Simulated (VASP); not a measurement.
An input for Ansatz (written as the equivalent of a VASP run, and not itself run):

Ansatz 0.2 input:
```yaml
crystal:
  lattice:
    - [2.8095444, 0.0000000, 0.0000000]
    - [0.0000000, 2.8095444, 0.0000000]
    - [0.0000000, 0.0000000, 2.8095444]
  atoms:
    - { symbol: Ga, position: [0.5000000, 0.5000000, 0.5000000] }
    - { symbol: Co, position: [0.0000000, 0.0000000, 0.0000000] }
kpoints:
  mp_grid: { grid: [12, 12, 12] }
hamiltonian:
  xc: lda
  pseudopotentials: { kind: paw }
scf:
  occupations: { method: methfessel_paxton, width: 0.1 }
  max_iter: 100
relax:
  max_steps: 30
  f_tol: 0.001
output: { forces: true, stress: true, eigenvalues: true }
```

Write the VASP files for the same calculation (LDA).

Several could match; the one computed here: 
INCAR:
```
ALGO  =  Normal
EDIFF  =  1E-8
EDIFFG  =  -0.001
ENCUT  =  400
IBRION  =  1
ISIF  =  2
ISMEAR  =  1
LASPH  =  .TRUE.
LCHARG  =  .FALSE.
LMAXMIX  =  4
LREAL  =  .FALSE.
LWAVE  =  .FALSE.
NELM  =  100
NSW  =  30
PREC  =  Accurate
SIGMA  =  0.1
SYSTEM  =  CoGa
```

POSCAR:
```
CoGa
1
    2.8095444446     0.0000000000     0.0000000000
    0.0000000000     2.8095444446     0.0000000000
    0.0000000000     0.0000000000     2.8095444446
Ga Co
1 1
Direct
  0.5000000000   0.5000000000   0.5000000000
  0.0000000000   0.0000000000   0.0000000000
```

KPOINTS:
```
Automatic mesh
0
Gamma
12 12 12
0 0 0
```

POTCAR, in this order: Ga_d Co (LDA.64 set). Program: vasp_std.

Limits of the translation: each code has its own PAW files, so the cut-off isn't converted (ENCUT is set for VASP's; basis.ecutwfc is left out, and Ansatz then takes the one that its files recommend); Ansatz stops its SCF on the density residual and VASP on the energy change (EDIFF); Ansatz's lda is the Perdew-Wang form, while the LDA potentials of VASP carry Perdew-Zunger's.

The compound is CoGa in the CsCl type structure. It was relaxed first, which changed the volume by -7 %. The start is the result of an earlier pass.
